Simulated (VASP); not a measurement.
Data:

```xyz
4
Lattice="3.5983 0.0000 0.0000 0.0000 3.5983 0.0000 0.0000 0.0000 3.5983" Properties=species:S:1:pos:R:3 pbc="T T T"
Al     0.0000     0.0000     0.0000
Ni     0.0000     1.7991     1.7991
Ni     1.7991     0.0000     1.7991
Ni     1.7991     1.7991     0.0000
```
Starting moments (μB, in the order of the record's atoms Al Ni Ni Ni): 0.0 0.2 0.2 0.2.

Calculation: vdW-DF-cx, VASP's PBE PAW potentials (set 64) (plane waves; VASP 6.6.1). Settings: 520 eV cut-off, 9×9×9 Γ-centred mesh, first-order Methfessel-Paxton smearing of 0.10 eV, potentials Al Ni.

Task: Give the stress tensor in GPa (positive for a compressed cell).

Result: 
```
-10.02    0.00    0.00
  0.00  -10.02    0.00
  0.00    0.00  -10.02
```
The pressure is its mean diagonal, -10.02 GPa.

The compound is Ni3Al in the L1_2 structure. This cell is one point of a volume scan, at 1.06 of the reference volume.
